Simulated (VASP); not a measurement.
Level of theory: rev-vdW-DF2, VASP's PBE PAW potentials (set 64) (plane waves; VASP).

The input files of a VASP run:

File KPOINTS:
```
Automatic mesh
0
Gamma
6 6 6
0 0 0
```

POSCAR:
```
SrTiO3
1
    3.8369880426     0.0000000000     0.0000000000
    0.0000000000     3.8369880426     0.0000000000
    0.0000000000     0.0000000000     3.8369880426
Sr Ti O
1 1 3
Direct
  0.0000000000   0.0000000000   0.0000000000
  0.5000000000   0.5000000000   0.5000000000
  0.5000000000   0.0000000000   0.5000000000
  0.0000000000   0.5000000000   0.5000000000
  0.5000000000   0.5000000000   0.0000000000
```

**INCAR**
```
AGGAC  =  0.0
ALGO  =  Normal
EDIFF  =  1E-7
ENCUT  =  520
GGA  =  MK
ISIF  =  2
ISMEAR  =  0
LASPH  =  .TRUE.
LCHARG  =  .FALSE.
LMAXMIX  =  4
LREAL  =  .FALSE.
LUSE_VDW  =  .TRUE.
LWAVE  =  .FALSE.
NELM  =  100
PARAM1  =  0.1234568
PARAM2  =  0.7114
PREC  =  Accurate
SIGMA  =  0.05
SYSTEM  =  SrTiO3
ZAB_VDW  =  -1.8867
```

POTCAR, in this order: Sr_sv Ti_sv O (PBE.64 set). Program: vasp_std.

The run wrote:

### OSZICAR
```
       N       E                     dE             d eps       ncg     rms          rms(c)
DAV:   1     0.460400803270E+03    0.46040E+03   -0.22160E+04   960   0.187E+03
DAV:   2     0.103270484987E+01   -0.45937E+03   -0.45127E+03  1184   0.506E+02
DAV:   3    -0.402732936643E+02   -0.41306E+02   -0.41264E+02  1368   0.147E+02
DAV:   4    -0.421035913079E+02   -0.18303E+01   -0.18296E+01  1416   0.277E+01
DAV:   5    -0.421513113799E+02   -0.47720E-01   -0.47719E-01  1344   0.361E+00    0.297E+01
DAV:   6    -0.319742402711E+02    0.10177E+02   -0.64234E+01  1384   0.776E+01    0.182E+01
DAV:   7    -0.320383760220E+02   -0.64136E-01   -0.77151E+00  1144   0.224E+01    0.120E+01
DAV:   8    -0.320907048059E+02   -0.52329E-01   -0.18034E+00  1224   0.151E+01    0.317E+00
DAV:   9    -0.319975628825E+02    0.93142E-01   -0.47764E-01  1168   0.749E+00    0.863E-01
DAV:  10    -0.320019696350E+02   -0.44068E-02   -0.12040E-01  1320   0.257E+00    0.727E-01
DAV:  11    -0.319955338826E+02    0.64358E-02   -0.51708E-02  1416   0.176E+00    0.151E-01
DAV:  12    -0.319954114709E+02    0.12241E-03   -0.20907E-03  1280   0.556E-01    0.589E-02
DAV:  13    -0.319954289653E+02   -0.17494E-04   -0.16676E-04  1360   0.128E-01    0.244E-02
DAV:  14    -0.319954330586E+02   -0.40933E-05   -0.43039E-05  1416   0.701E-02    0.116E-02
DAV:  15    -0.319954314203E+02    0.16383E-05   -0.12960E-05  1280   0.358E-02    0.390E-03
DAV:  16    -0.319954316221E+02   -0.20178E-06   -0.13283E-06  1368   0.103E-02    0.260E-03
DAV:  17    -0.319954314722E+02    0.14991E-06   -0.12963E-07   768   0.496E-03    0.952E-04
DAV:  18    -0.319954314790E+02   -0.68635E-08   -0.41259E-08   536   0.178E-03
   1 F= -.31995431E+02 E0= -.31995431E+02  d E =-.808275E-19
```

File OUTCAR:
```
------------------------ aborting loop because EDIFF is reached ----------------------------------------
  FORCE on cell =-STRESS in cart. coord.  units (eV):
  Direction    XX          YY          ZZ          XY          YZ          ZX
  --------------------------------------------------------------------------------------
  Total        4.4886135      4.4886135      4.4886135      0.0000000      0.0000000      0.0000000
  in kB      127.3067574    127.3067574    127.3067574      0.0000000      0.0000000      0.0000000
  external PRESSURE =     127.3067574 kB  Pullay stress =       0.0000000 kB
  volume of cell :       56.49
      direct lattice vectors                 reciprocal lattice vectors
     3.836988043  0.000000000  0.000000000     0.260621088  0.000000000  0.000000000
     0.000000000  3.836988043  0.000000000     0.000000000  0.260621088  0.000000000
     0.000000000  0.000000000  3.836988043     0.000000000  0.000000000  0.260621088
 POSITION                                       TOTAL-FORCE (eV/Angst)
 -----------------------------------------------------------------------------------
      0.00000      0.00000      0.00000         0.000000      0.000000      0.000000
      1.91849      1.91849      1.91849         0.000000      0.000000      0.000000
      1.91849      0.00000      1.91849         0.000000      0.000000      0.000000
      0.00000      1.91849      1.91849         0.000000      0.000000      0.000000
      1.91849      1.91849      0.00000         0.000000      0.000000      0.000000
 -----------------------------------------------------------------------------------
    total drift:                                0.000000      0.000000     -0.000000
  FREE ENERGIE OF THE ION-ELECTRON SYSTEM (eV)
  ---------------------------------------------------
  free  energy   TOTEN  =       -31.9954314790 eV

  energy  without entropy=      -31.9954314790  energy(sigma->0) =      -31.99543148
```
(Selected blocks of OUTCAR.)

The compound is SrTiO3 in the cubic perovskite structure, the ideal cubic form; the compound distorts at low or room temperature. This cell is one point of a volume scan, at 0.94 of the reference volume.
